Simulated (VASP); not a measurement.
Input:

```xyz
2
Lattice="0.0000 2.7238 2.7238 2.7238 0.0000 2.7238 2.7238 2.7238 0.0000" Properties=species:S:1:pos:R:3 pbc="T T T"
Mg     0.0000     0.0000     0.0000
Se     2.7238     2.7238     2.7238
```

The numbers are results of PBEsol GGA, VASP's PBE PAW potentials (set 64) (plane waves; VASP 6.6.1), not measurements. Numerical set-up: 480 eV cut-off, 8×8×8 Γ-centred mesh, Gaussian smearing of 0.050 eV, potentials Mg Se.

Energy and stress use the plane-wave basis of the starting cell.

Question: The ions, cell shape and volume at an external pressure of 2.0 GPa are relaxed. Which structure does the run end with?

Answer: 
```xyz
2
Lattice="0.0000 2.6980 2.6980 2.6980 0.0000 2.6980 2.6980 2.6980 0.0000" Properties=species:S:1:pos:R:3 pbc="T T T"
Mg     0.0000     0.0000     0.0000
Se     2.6980     2.6980     2.6980
```
Space group Fm-3m (225), at a tolerance of 0.03 Å.

Question: How do energy and volume change from the first to the last step?

Answer: The energy (σ→0) changes by +3.5 meV/atom and the volume by -2.8 %, in 3 ionic steps.

The compound is MgSe in the rock salt structure. This run relaxes it under an external pressure of 2 GPa. Symmetry was kept, so distortions that lower it aren't found.
